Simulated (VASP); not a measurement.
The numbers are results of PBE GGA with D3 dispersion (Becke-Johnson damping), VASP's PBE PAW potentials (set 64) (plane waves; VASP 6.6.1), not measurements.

VASP input:

POSCAR:
```
CdTe
1
    0.0000000000     3.2400000000     3.2400000000
    3.2400000000     0.0000000000     3.2400000000
    3.2400000000     3.2400000000     0.0000000000
Cd Te
1 1
Direct
  0.0000000000   0.0000000000   0.0000000000
  0.2500000000   0.2500000000   0.2500000000
```

**KPOINTS**
```
Automatic
0
gamma
  6 6 6
```

**INCAR**
```
# general
SYSTEM   =  CdTe
PREC     =  Accurate
ENCUT    =  520   # plane-wave cut-off (eV)
LREAL    =  F
LASPH    =  T

# electronic loop
EDIFF    =  1E-6
NELM     =  100
ALGO     =  Normal   # blocked Davidson
LMAXMIX  =  4   # l cut-off of mixed one-centre charges

# smearing
ISMEAR   =  0
SIGMA    =  0.05   # width (eV)

# functional
GGA      =  PE   # PBE
IVDW     =  12

# ions
IBRION   =  2   # conjugate gradients
NSW      =  60
ISIF     =  3   # ions, shape and volume
EDIFFG   =  -0.01

# output
LWAVE    =  F
LCHARG   =  F
```

POTCAR, in this order: Cd Te (PBE.64 set). Program: vasp_std.

Output of the run:

**OSZICAR**
```
       N       E                     dE             d eps       ncg     rms          rms(c)
DAV:   1     0.104847197261E+03    0.10485E+03   -0.85355E+03   424   0.121E+03
DAV:   2    -0.918453944792E+00   -0.10577E+03   -0.10237E+03   466   0.278E+02
DAV:   3    -0.496158568971E+01   -0.40431E+01   -0.40375E+01   516   0.573E+01
DAV:   4    -0.500006466615E+01   -0.38479E-01   -0.38476E-01   584   0.495E+00
DAV:   5    -0.500017038507E+01   -0.10572E-03   -0.10572E-03   481   0.247E-01    0.583E+00
DAV:   6    -0.478378954557E+01    0.21638E+00   -0.46079E-01   471   0.904E+00    0.469E+00
DAV:   7    -0.476826540723E+01    0.15524E-01   -0.12324E-01   466   0.261E+00    0.178E+00
DAV:   8    -0.476903086248E+01   -0.76546E-03   -0.11152E-02   421   0.147E+00    0.518E-01
DAV:   9    -0.476935692841E+01   -0.32607E-03   -0.96784E-04   479   0.372E-01    0.125E-01
DAV:  10    -0.476942711218E+01   -0.70184E-04   -0.13253E-04   451   0.117E-01    0.537E-02
DAV:  11    -0.476946906506E+01   -0.41953E-04   -0.82701E-05   434   0.693E-02    0.344E-02
DAV:  12    -0.476946786126E+01    0.12038E-05   -0.33945E-06   486   0.189E-02    0.205E-02
DAV:  13    -0.476946761559E+01    0.24566E-06   -0.68927E-07   303   0.471E-03
   1 F= -.54536045E+01 E0= -.54536045E+01  d E =-.545360E+01
       N       E                     dE             d eps       ncg     rms          rms(c)
DAV:   1    -0.490613356382E+01   -0.13667E+00   -0.23789E+00   456   0.205E+01    0.268E+00
DAV:   2    -0.480663486574E+01    0.99499E-01   -0.25793E-01   441   0.821E+00    0.891E-01
DAV:   3    -0.479547605858E+01    0.11159E-01   -0.26765E-02   436   0.184E+00    0.771E-01
DAV:   4    -0.479363966864E+01    0.18364E-02   -0.30683E-03   451   0.431E-01    0.136E-01
DAV:   5    -0.479353840808E+01    0.10126E-03   -0.34296E-04   426   0.244E-01    0.898E-02
DAV:   6    -0.479353980249E+01   -0.13944E-05   -0.71949E-05   434   0.849E-02    0.240E-02
DAV:   7    -0.479353931739E+01    0.48510E-06   -0.16811E-05   496   0.540E-02    0.550E-03
DAV:   8    -0.479354066394E+01   -0.13465E-05   -0.21069E-06   415   0.182E-02    0.272E-03
DAV:   9    -0.479354080777E+01   -0.14383E-06   -0.44097E-07   333   0.655E-03
   2 F= -.54569863E+01 E0= -.54569863E+01  d E =-.338182E-02
       N       E                     dE             d eps       ncg     rms          rms(c)
DAV:   1    -0.479492008858E+01   -0.13794E-02   -0.11684E-01   456   0.447E+00    0.556E-01
DAV:   2    -0.478987217290E+01    0.50479E-02   -0.13734E-02   446   0.185E+00    0.181E-01
DAV:   3    -0.478935225224E+01    0.51992E-03   -0.12984E-03   431   0.390E-01    0.152E-01
DAV:   4    -0.478928718536E+01    0.65067E-04   -0.14084E-04   451   0.981E-02    0.275E-02
DAV:   5    -0.478928568615E+01    0.14992E-05   -0.16002E-05   426   0.531E-02    0.197E-02
DAV:   6    -0.478928722161E+01   -0.15355E-05   -0.42491E-06   426   0.216E-02    0.533E-03
DAV:   7    -0.478928695490E+01    0.26672E-06   -0.38871E-07   208   0.809E-03
   3 F= -.54572736E+01 E0= -.54572736E+01  d E =-.366909E-02
```

OUTCAR:
```
------------------------ aborting loop because EDIFF is reached ----------------------------------------
 Edisp (eV)   -0.66799
  FORCE on cell =-STRESS in cart. coord.  units (eV):
  Direction    XX          YY          ZZ          XY          YZ          ZX
  --------------------------------------------------------------------------------------
  Total       0.00080     0.00080     0.00080    -0.00000     0.00000     0.00000
  in kB       0.01850     0.01850     0.01850    -0.00000     0.00000     0.00000
  external pressure =        0.02 kB  Pullay stress =        0.00 kB
  volume of cell :       69.42
      direct lattice vectors                 reciprocal lattice vectors
     0.000000000  3.262077705  3.262077705    -0.153276545  0.153276545  0.153276545
     3.262077705 -0.000000000  3.262077705     0.153276545 -0.153276545  0.153276545
     3.262077705  3.262077705  0.000000000     0.153276545  0.153276545 -0.153276545
  FREE ENERGIE OF THE ION-ELECTRON SYSTEM (eV)
  ---------------------------------------------------
  free  energy   TOTEN  =        -5.4572735715 eV

  energy  without entropy=       -5.4572735715  energy(sigma->0) =       -5.45727357

 reached required accuracy - stopping structural energy minimisation
```
(Selected blocks of OUTCAR.)

**CONTCAR**
```
CdTe
   1.00000000000000
     0.0000000000000000    3.2620777052650647    3.2620777052650647
     3.2620777052650647   -0.0000000000000000    3.2620777052650647
     3.2620777052650647    3.2620777052650647    0.0000000000000000
  Cd              Te
     1     1
Direct
     0.0000000000000000    0.0000000000000000    0.0000000000000000
     0.2500000000000000    0.2500000000000000    0.2500000000000000
```

Energy and stress use the plane-wave basis of the starting cell.

The compound is CdTe in the zinc blende structure. This run relaxes it. Symmetry was kept, so distortions that lower it aren't found.
